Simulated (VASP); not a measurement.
A convergence study with VASP on CaO (rock salt): one setting is varied, all else stays as given below, so the limit is that of these other settings. Each run relaxes cell and ions from the cell shown. The basis is that of the starting cell, so low cut-offs carry a Pulay error.

```xyz
2
Lattice="0.0000 2.4050 2.4050 2.4050 0.0000 2.4050 2.4050 2.4050 0.0000" Properties=species:S:1:pos:R:3 pbc="T T T"
Ca     0.0000     0.0000     0.0000
O      2.4050     2.4050     2.4050
```

Computed with PBEsol GGA, VASP's PBE PAW potentials (set 64) (plane waves; VASP 6.6.1). The tightest run used: 800 eV cut-off, 8×8×8 Γ-centred mesh, Gaussian smearing of 0.050 eV, potentials Ca_sv O.

Gaps are read on the run's mesh, which can miss a band edge.

| setting | relaxed volume (Å³/atom) | E (eV/atom) | gap on the mesh (eV) | plane waves |
|---|---|---|---|---|
| ENCUT = 250 | 11.047 | -7.4957 | 3.389 | 262 |
| ENCUT = 300 | 12.064 | -6.9567 | 3.478 | 342 |
| ENCUT = 350 | 12.835 | -6.7747 | 3.500 | 428 |
| ENCUT = 400 | 13.319 | -6.7233 | 3.525 | 531 |

**Question.** These are the cheaper rows. Estimate the results at ENCUT = 800, and how far the last row shown lies from them.

**Answer.** 
```
quantity                  tightest run  last row shown is off by
------------------------  ------------  ------------------------
relaxed volume (Å³/atom)        13.624                    -0.305
E (eV/atom)                    -6.7084                   -0.0149
gap on the mesh (eV)             3.529                    -0.004
```

Left out are rungs that failed or repeat a setting and relaxations that didn't move; long series are thinned to 24 rows.

The compound is CaO in the rock salt structure.
